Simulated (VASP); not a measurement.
Write the native input for VASP 6.6.1 that does the following.

| Property | Result |
| --- | --- |
| Task | single point |
| Functional | r2SCAN |
| Potentials or basis | VASP PAW PBE potentials, release 64 (Os, F) |
| Cutoff | 520 eV |
| k mesh | 4 × 4 × 5 |
| Occupations | gaussian, width 0.0154 eV |
| Spin | no spin polarisation |
| Dipole correction | no |
| Further INCAR settings | ALGO = Normal; EDIFF = 1e-06; NBANDS = 31 |

OsF2:

```
Os F
1.0
     4.92852    0.00000    0.00000
     0.00000    4.92852    0.00000
     0.00000    0.00000    3.37021
Os F
2 4
Direct
  0.00000 0.00000 0.00000
  0.50000 0.50000 0.50000
  0.31000 0.31000 0.00000
  0.19000 0.81000 0.50000
  0.69000 0.69000 0.00000
  0.81000 0.19000 0.50000
```

The cell was built by a generator and needn't be a form met in nature.

The input as run:

POSCAR

```
OsF2
1.0
    4.9285233400      0.0000000000      0.0000000000
    0.0000000000      4.9285233400      0.0000000000
    0.0000000000      0.0000000000      3.3702109700
Os F
2 4
Direct
    0.0000000000      0.0000000000      0.0000000000
    0.5000000000      0.5000000000      0.5000000000
    0.3100000000      0.3100000000      0.0000000000
    0.1900000000      0.8100000000      0.5000000000
    0.6900000000      0.6900000000      0.0000000000
    0.8100000000      0.1900000000      0.5000000000
```

INCAR.step1

```
SYSTEM = OsF2
ALGO = Normal ; EDIFF = 1E-4
ENCUT = 520 ; GGA = PE
ISMEAR = 0 ; LASPH = .TRUE.
LCHARG = .FALSE. ; LREAL = .FALSE.
LWAVE = .TRUE. ; NBANDS = 31
NELM = 100 ; PREC = Accurate
SIGMA = 0.0154
```

INCAR.step2

```
SYSTEM = OsF2
ALGO = Normal ; EDIFF = 1E-6
ENCUT = 520 ; ISIF = 2
ISMEAR = 0 ; ISTART = 1
LASPH = .TRUE. ; LCHARG = .TRUE.
LELF = .TRUE. ; LMIXTAU = .TRUE.
LREAL = .FALSE. ; LVHAR = .TRUE.
LWAVE = .FALSE. ; METAGGA = R2SCAN
NBANDS = 31 ; NELM = 100
PREC = Accurate ; SIGMA = 0.0154
```

KPOINTS

```
k-points
0
G
  4 4 5
  0 0 0
```

Potentials or basis: VASP PAW PBE potentials, release 64 (Os, F).

Command:

```bash
$ cat potpaw_PBE.64/Os/POTCAR potpaw_PBE.64/F/POTCAR > POTCAR
$ cp INCAR.step1 INCAR
$ mpirun -np 1 vasp_std > vasp.out
$ cp INCAR.step2 INCAR
$ mpirun -np 1 vasp_std > vasp.out
```

Results of the run:

* Pressure: -5.5 GPa
* Largest force: 0.117 eV/Å
* Band gap on the k mesh: 0.03 eV, direct

Caveat: the PAW data sets were made with another functional, which shifts forces and pressure a little; spin-orbit coupling is left out, which moves the levels of the heavy elements; an odd mesh through Γ misses points on the zone boundary, where band edges often lie.

Run time: 67 s on 1 thread of Intel(R) Xeon(R) 6975P-C (Granite Rapids), with other jobs on the host, peak memory 0.22 GiB.
